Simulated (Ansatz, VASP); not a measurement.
# Cross-check of Sc2Cu between VASP and Ansatz, part 2 of 2

Aim: how closely do two programs agree when they are given the same cell, functional and k mesh? The cell is generated by rule, not measured, and may not be a known phase. The cell is taken from a series of runs on this material, whose earlier steps may have relaxed, scaled, displaced or heated it; both programs get it as it stands. Other levels of theory on this material are compared in a session of their own.

VASP 6.6.1 and Ansatz 0.2.0.

So far: The starting structure; Ansatz: zone-centre phonons, PBEsol.

## Step 3: VASP: zone-centre phonons, PBEsol

Level of this step: PBEsol; plane waves and PAW (Sc_sv, Cu); invented cell (VASP).

The same cell, functional, mesh and smearing now go to VASP, with its own data sets.

Lines of VASP's logs that name or quote its potential files are left out, and so is its time.

File INCAR:

```
SYSTEM = Sc2Cu
PREC = Accurate
ENCUT = 600
EDIFF = 1E-08
NELM = 120
ISMEAR = 1
SIGMA = 0.15
LREAL = .FALSE.
ALGO = Normal
GGA = PS
NBANDS = 22
LASPH = .TRUE.
LORBIT = 11
LWAVE = .FALSE.
LCHARG = .FALSE.
ISIF = 2
IBRION = 8
GGA_COMPAT = .FALSE.
KPAR = 2
```

File POSCAR:

```
Sc2Cu
1.0
    0.0000000000      3.1508172729      3.1508172729
    3.1508172729      0.0000000000      3.1508172729
    3.1508172729      3.1508172729      0.0000000000
Sc Cu
2 1
Direct
    0.2500000000      0.2500000000      0.2500000000
    0.7500000000      0.7500000000      0.7500000000
    0.0000000000      0.0000000000      0.0000000000
```

File KPOINTS:

```
Automatic mesh
0
Gamma
10 10 10
0 0 0
```

PAW data sets: Sc_sv and Cu (PBE family, release 64).

Launch:

```
$ mpirun -np 2 vasp_std
```

Numbers of over 12 decimals in the logs are rounded to 6 here.

Log:

```text
[banner, memory and clock lines left out]
running    2 mpi-ranks, on    1 nodes
 distrk:  each k-point on    1 cores,    2 groups
 distr:  one band on    1 cores,    1 groups

 POSCAR found type information on POSCAR ScCu
 POSCAR found :  2 types and       3 ions
|                                                                             |
|               ----> ADVICE to this user running VASP <----                  |
|                                                                             |
|     You enforced a specific xc type in the INCAR file but a different       |
|     [... a line on the potential file left out ...]
|     I HOPE YOU KNOW WHAT YOU ARE DOING!                                     |
|                                                                             |

 LDA part: xc-table for (Slater+PW92), standard interpolation
 POSCAR, INCAR and KPOINTS ok, starting setup
 FFT: planning ... GRIDC
 FFT: planning ... GRID_SOFT
 FFT: planning ... GRID
 WAVECAR not read
 entering main loop
       N       E                     dE             d eps       ncg     rms          rms(c)
DAV:   1     0.516653530729E+03    0.51665E+03   -0.16612E+04  2084   0.200E+03
DAV:   2     0.212119687775E+02   -0.49544E+03   -0.48498E+03  2596   0.639E+02
DAV:   3    -0.188627064953E+02   -0.40075E+02   -0.37755E+02  3274   0.236E+02
DAV:   4    -0.203388725932E+02   -0.14762E+01   -0.14014E+01  3368   0.368E+01
DAV:   5    -0.203744527720E+02   -0.35580E-01   -0.35317E-01  3226   0.644E+00    0.145E+01
DAV:   6    -0.193326224944E+02    0.10418E+01   -0.31253E+01  2494   0.102E+02    0.843E+00
DAV:   7    -0.173060059079E+02    0.20266E+01   -0.11299E+01  2680   0.447E+01    0.215E+00
DAV:   8    -0.172923417458E+02    0.13664E-01   -0.12276E+00  3112   0.910E+00    0.154E+00
DAV:   9    -0.172822275544E+02    0.10114E-01   -0.38742E-01  2968   0.995E+00    0.949E-01
DAV:  10    -0.172613277238E+02    0.20900E-01   -0.10618E-01  3378   0.503E+00    0.169E-01
DAV:  11    -0.172610276164E+02    0.30011E-03   -0.54917E-03  2954   0.900E-01    0.462E-02
DAV:  12    -0.172610536247E+02   -0.26008E-04   -0.67551E-04  3050   0.334E-01    0.400E-02
DAV:  13    -0.172610180743E+02    0.35550E-04   -0.19326E-04  3070   0.147E-01    0.802E-03
DAV:  14    -0.172610173567E+02    0.71765E-06   -0.53499E-06  3130   0.363E-02    0.358E-03
DAV:  15    -0.172610172786E+02    0.78038E-07   -0.83395E-07  3062   0.120E-02    0.440E-04
DAV:  16    -0.172610172593E+02    0.19343E-07   -0.53695E-08  2634   0.349E-03    0.313E-04
DAV:  17    -0.172610172806E+02   -0.21329E-07   -0.47667E-09  1784   0.163E-03    0.140E-04
DAV:  18    -0.172610172839E+02   -0.32651E-08   -0.28543E-09  1760   0.750E-04
   1 F= -.17261017E+02 E0= -.17261438E+02  d E =0.126336E-02
 Linear response reoptimize wavefunctions to high precision
DAV:   1    -0.172610172831E+02    0.80900E-09   -0.15970E-09  1790   0.885E-04
DAV:   2    -0.172610172832E+02   -0.87311E-10   -0.82718E-10  1754   0.450E-04
 Linear response DOF=           2
 Linear response progress:
  Degree of freedom:   1/  2
       N       E                     dE             d eps       ncg     rms          rms(c)
RMM:   1    -0.774525451926E+00   -0.77453E+00   -0.67003E+01  7625   0.174E+02
RMM:   2    -0.769466485974E+00    0.50590E-02   -0.18405E-01 11270   0.420E+00    0.137E-01
RMM:   3    -0.769804024094E+00   -0.33754E-03   -0.16834E-02 12171   0.115E+00    0.469E-02
RMM:   4    -0.768892402484E+00    0.91162E-03   -0.23666E-03 14944   0.380E-01    0.263E-02
RMM:   5    -0.768848987254E+00    0.43415E-04   -0.33876E-04 15022   0.128E-01    0.138E-02
RMM:   6    -0.768844350728E+00    0.46365E-05   -0.66498E-05 15683   0.508E-02    0.442E-03
RMM:   7    -0.768865339419E+00   -0.20989E-04   -0.22331E-05 14597   0.239E-02    0.278E-03
RMM:   8    -0.768885920971E+00   -0.20582E-04   -0.80683E-06 14125   0.122E-02    0.127E-03
RMM:   9    -0.768905477111E+00   -0.19556E-04   -0.12270E-06 15731   0.673E-03    0.493E-04
RMM:  10    -0.768922971068E+00   -0.17494E-04   -0.68835E-07 15373   0.367E-03    0.108E-04
RMM:  11    -0.768925197406E+00   -0.22263E-05   -0.22387E-07 15683   0.212E-03    0.393E-05
RMM:  12    -0.768926276799E+00   -0.10794E-05   -0.25357E-07 15485   0.160E-03    0.242E-05
RMM:  13    -0.768926884937E+00   -0.60814E-06   -0.20349E-07 14625   0.135E-03    0.118E-05
RMM:  14    -0.768926720342E+00    0.16459E-06    0.32008E-09 15556   0.119E-03    0.550E-06
RMM:  15    -0.768926624190E+00    0.96152E-07    0.59157E-08 16392   0.112E-03    0.522E-06
RMM:  16    -0.768926632193E+00   -0.80033E-08    0.14362E-07 15835   0.107E-03    0.457E-06
RMM:  17    -0.768926638901E+00   -0.67078E-08    0.16588E-07 17089   0.105E-03    0.805E-06
RMM:  18    -0.768926610069E+00    0.28832E-07    0.21042E-07 16151   0.103E-03    0.902E-06
RMM:  19    -0.768926629833E+00   -0.19764E-07    0.19509E-07 17133   0.102E-03    0.754E-06
RMM:  20    -0.768926610783E+00    0.19050E-07    0.25331E-07 16822   0.100E-03    0.957E-06
RMM:  21    -0.768926614388E+00   -0.36057E-08    0.22799E-07 18249   0.993E-04    0.104E-05
RMM:  22    -0.768926614201E+00    0.18740E-09    0.26173E-07 17142   0.988E-04    0.112E-05
RMM:  23    -0.768926610508E+00    0.36935E-08    0.25179E-07 18154   0.983E-04    0.105E-05
 first order change of Fermi-energy   0.67235E-04
 force on displaced ion       1 direction 1 :  -5.353   0.000   0.000
 Linear response progress:
  Degree of freedom:   2/  2
       N       E                     dE             d eps       ncg     rms          rms(c)
RMM:   1    -0.241547261064E+00   -0.24155E+00   -0.14817E-01  7659   0.640E+00
RMM:   2    -0.241488528548E+00    0.58733E-04   -0.37229E-03  6573   0.659E-01    0.189E-01
RMM:   3    -0.241365104444E+00    0.12342E-03   -0.92586E-04  7017   0.230E-01    0.113E-01
RMM:   4    -0.241842331480E+00   -0.47723E-03   -0.82397E-04  7511   0.196E-01    0.178E-02
RMM:   5    -0.241750341615E+00    0.91990E-04   -0.71655E-05  8033   0.508E-02    0.875E-03
RMM:   6    -0.241723819160E+00    0.26522E-04   -0.15231E-05  7228   0.291E-02    0.427E-03
RMM:   7    -0.241722664791E+00    0.11544E-05   -0.34614E-06  8006   0.151E-02    0.127E-03
RMM:   8    -0.241721540956E+00    0.11238E-05   -0.15728E-06  8537   0.512E-03    0.866E-04
RMM:   9    -0.241708663726E+00    0.12877E-04   -0.18241E-07  7856   0.253E-03    0.172E-04
RMM:  10    -0.241709373776E+00   -0.71005E-06   -0.10455E-07  8950   0.111E-03    0.127E-04
RMM:  11    -0.241708134096E+00    0.12397E-05   -0.63619E-08  8255   0.894E-04    0.104E-04
RMM:  12    -0.241708664938E+00   -0.53084E-06   -0.55151E-08  7941   0.697E-04    0.232E-05
RMM:  13    -0.241708609081E+00    0.55857E-07   -0.56160E-08  9416   0.593E-04    0.125E-05
RMM:  14    -0.241708662769E+00   -0.53688E-07   -0.55677E-08  9247   0.598E-04    0.620E-06
RMM:  15    -0.241708698360E+00   -0.35591E-07   -0.57096E-08  9602   0.591E-04    0.212E-06
RMM:  16    -0.241708710878E+00   -0.12518E-07   -0.56025E-08  9238   0.601E-04    0.907E-07
RMM:  17    -0.241708711038E+00   -0.15953E-09   -0.56255E-08  9535   0.601E-04    0.310E-07
 first order change of Fermi-energy   0.21288E-03
 force on displaced ion       3 direction 1 :  -4.432   0.000   0.000
 Linear response finished
```

From OUTCAR (step 3):

```text
ion  position               nearest neighbor table
   1  0.250  0.250  0.250-   3 2.73   3 2.73   3 2.73   3 2.73   2 3.15   2 3.15   2 3.15   2 3.15
                             2 3.15   2 3.15
   2  0.750  0.750  0.750-   3 2.73   3 2.73   3 2.73   3 2.73   1 3.15   1 3.15   1 3.15   1 3.15
                             1 3.15   1 3.15
   3  0.000  0.000  0.000-   1 2.73   2 2.73   2 2.73   2 2.73   2 2.73   1 2.73   1 2.73   1 2.73

  LATTYP: Found a face centered cubic cell.
 ALAT       =     6.3016345458

 Subroutine GETGRP returns: Found 48 space group operations
 (whereof 48 operations were pure point group operations)

The static configuration has the point symmetry O_h .

 Found     47 irreducible k-points:

   k-points           NKPTS =     47   k-points in BZ     NKDIM =     47   number of bands    NBANDS=     22

   dimension x,y,z NGX =    36 NGY =   36 NGZ =   36
   dimension x,y,z NGXF=    72 NGYF=   72 NGZF=   72

   ENCUT  =  600.0 eV  44.10 Ry    6.64 a.u.   8.90  8.90  8.90*2*pi/ulx,y,z

   NELECT =      33.0000    total number of electrons

 k-points in reciprocal lattice and weights: Automatic mesh
   0.00000000  0.00000000  0.00000000       0.001
   0.10000000  0.00000000  0.00000000       0.008
   0.20000000  0.00000000  0.00000000       0.008
   0.30000000  0.00000000  0.00000000       0.008
   0.40000000  0.00000000  0.00000000       0.008
   0.50000000  0.00000000  0.00000000       0.004
   0.10000000  0.10000000  0.00000000       0.006
   0.20000000  0.10000000  0.00000000       0.024
   0.30000000  0.10000000  0.00000000       0.024
[...]
-0.30000000  0.40000000  0.20000000       0.024
  -0.30000000  0.50000000  0.20000000       0.012

 average (electrostatic) potential at core
       1 -46.7729       2 -46.7729       3 -67.5441

  Total        0.1135647      0.1135647      0.1135647      0.0000000     -0.0000000      0.0000000
  in kB        2.9084006      2.9084006      2.9084006      0.0000000     -0.0000000      0.0000000
  external PRESSURE =       2.9084006 kB  Pullay stress =       0.0000000 kB

  energy-cutoff  :      600.00
  volume of cell :       62.56
      direct lattice vectors                 reciprocal lattice vectors
     0.000000000  3.150817273  3.150817273    -0.158688987  0.158688987  0.158688987
     3.150817273  0.000000000  3.150817273     0.158688987 -0.158688987  0.158688987
     3.150817273  3.150817273  0.000000000     0.158688987  0.158688987 -0.158688987

 POSITION                                       TOTAL-FORCE (eV/Angst)
 -----------------------------------------------------------------------------------
      1.57541      1.57541      1.57541        -0.000000     -0.000000     -0.000000
      4.72623      4.72623      4.72623         0.000000      0.000000      0.000000
      0.00000      0.00000      0.00000         0.000000      0.000000      0.000000
 -----------------------------------------------------------------------------------
    total drift:                                0.000000      0.000000      0.000000

 Eigenvectors and eigenvalues of the dynamical matrix
 ----------------------------------------------------

   1 f  =    6.779673 THz    42.597942 2PiTHz  226.145552 cm-1    28.038462 meV
             X         Y         Z           dx          dy          dz
      1.575409  1.575409  1.575409    -0.063665    0.696133   -0.106515
      4.726226  4.726226  4.726226     0.063665   -0.696133    0.106515
      0.000000  0.000000  0.000000     0.000000    0.000000    0.000000

   2 f  =    6.779673 THz    42.597942 2PiTHz  226.145552 cm-1    28.038462 meV
             X         Y         Z           dx          dy          dz
      1.575409  1.575409  1.575409     0.704235    0.062932   -0.009629
      4.726226  4.726226  4.726226    -0.704235   -0.062932    0.009629
      0.000000  0.000000  0.000000     0.000000    0.000000    0.000000

   3 f  =    6.779673 THz    42.597942 2PiTHz  226.145552 cm-1    28.038462 meV
             X         Y         Z           dx          dy          dz
      1.575409  1.575409  1.575409     0.000000    0.106949    0.698972
      4.726226  4.726226  4.726226     0.000000   -0.106949   -0.698972
      0.000000  0.000000  0.000000    -0.000000   -0.000000    0.000000

   4 f  =    5.411278 THz    34.000062 2PiTHz  180.500805 cm-1    22.379238 meV
             X         Y         Z           dx          dy          dz
      1.575409  1.575409  1.575409    -0.453035   -0.060659    0.000000
      4.726226  4.726226  4.726226    -0.453035   -0.060659   -0.000000
      0.000000  0.000000  0.000000     0.756245    0.101257    0.000000

   5 f  =    5.411278 THz    34.000062 2PiTHz  180.500805 cm-1    22.379238 meV
             X         Y         Z           dx          dy          dz
      1.575409  1.575409  1.575409     0.000000    0.000000   -0.457078
      4.726226  4.726226  4.726226     0.000000    0.000000   -0.457078
      0.000000  0.000000  0.000000     0.000000    0.000000    0.762994

   6 f  =    5.411278 THz    34.000062 2PiTHz  180.500805 cm-1    22.379238 meV
             X         Y         Z           dx          dy          dz
      1.575409  1.575409  1.575409     0.060659   -0.453035    0.000000
      4.726226  4.726226  4.726226     0.060659   -0.453035   -0.000000
      0.000000  0.000000  0.000000    -0.101257    0.756245    0.000000

   7 f/i=    0.020567 THz     0.129227 2PiTHz    0.686044 cm-1     0.085059 meV
             X         Y         Z           dx          dy          dz
      1.575409  1.575409  1.575409     0.519351    0.146130   -0.000000
      4.726226  4.726226  4.726226     0.519351    0.146130    0.000000
      0.000000  0.000000  0.000000     0.622244    0.175081    0.000000

   8 f/i=    0.020567 THz     0.129227 2PiTHz    0.686044 cm-1     0.085059 meV
             X         Y         Z           dx          dy          dz
      1.575409  1.575409  1.575409     0.000000    0.000000    0.539518
      4.726226  4.726226  4.726226     0.000000    0.000000    0.539518
      0.000000  0.000000  0.000000     0.000000    0.000000    0.646406

   9 f/i=    0.020567 THz     0.129227 2PiTHz    0.686044 cm-1     0.085059 meV
             X         Y         Z           dx          dy          dz
      1.575409  1.575409  1.575409    -0.146130    0.519351   -0.000000
      4.726226  4.726226  4.726226    -0.146130    0.519351   -0.000000
      0.000000  0.000000  0.000000    -0.175081    0.622244    0.000000

 ELASTIC MODULI CONTR FROM IONIC RELAXATION (kBar)
 Direction    XX          YY          ZZ          XY          YZ          ZX
 --------------------------------------------------------------------------------
 XX          -0.0000      0.0000      0.0000     -0.0000      0.0000      0.0000
 YY           0.0000     -0.0000     -0.0000     -0.0000     -0.0000      0.0000
 ZZ           0.0000     -0.0000     -0.0000      0.0000     -0.0000      0.0000
 XY          -0.0000     -0.0000      0.0000    -26.5230      0.0000      0.0000
 YZ           0.0000     -0.0000     -0.0000      0.0000    -26.5230      0.0000
 ZX           0.0000      0.0000      0.0000      0.0000      0.0000    -26.5230
 --------------------------------------------------------------------------------
```

## Step 4: Comparison

Known differences besides the potentials themselves: the data sets hold 41 valence electrons in Ansatz (on its default PAW (the set named soft_2) files) and 33 in VASP; the cutoff is 420 eV in Ansatz and 600 eV in VASP; Ansatz makes its cores anew for this functional, VASP keeps those of its PBE data sets. Total energies have different zeros and are not compared.

Both answers:

| quantity | Ansatz | VASP | difference |
| --- | --- | --- | --- |
| optical mode 1 to 3 (cm⁻¹) | 180.4 | 180.5 | -0.06 % |
| optical mode 4 to 6 (cm⁻¹) | 226.1 | 226.1 | +0.00 % |

Modes are paired by rising frequency, not by their patterns, so a pair may set unlike modes beside each other; they are those without the splitting of longitudinal modes.

## Step 5: Outcome

| Property | Result |
| --- | --- |
| r.m.s. difference of the optical zone-centre modes, each program's sorted by frequency (zone-centre phonons, PBEsol) | 0.071 cm⁻¹ |

What this shows: The r.m.s. difference of the optical zone-centre modes, each program's sorted by frequency is 0.071 cm⁻¹ (zone-centre phonons, PBEsol). The data sets hold unlike numbers of valence electrons (41 in Ansatz and 33 in VASP), so part of the differences comes from the potentials. 5 further runs of this series are not shown here. Such differences can come from data sets, numerical settings and the points named under the comparisons, not from the functional's error against experiment.

[Lines on the potential files, build, host, timing and source positions are cut from VASP's logs without a mark.]

[Logs are printed without paths, hosts, clocks, repeated set-up lines and the standing remarks that a program may print on its own settings, such as how far it seeks lower states.]

[Hosts, paths, dates, database ids (printed as entryN), source tags and the programs' standing remarks are cut or masked in the printed files.]
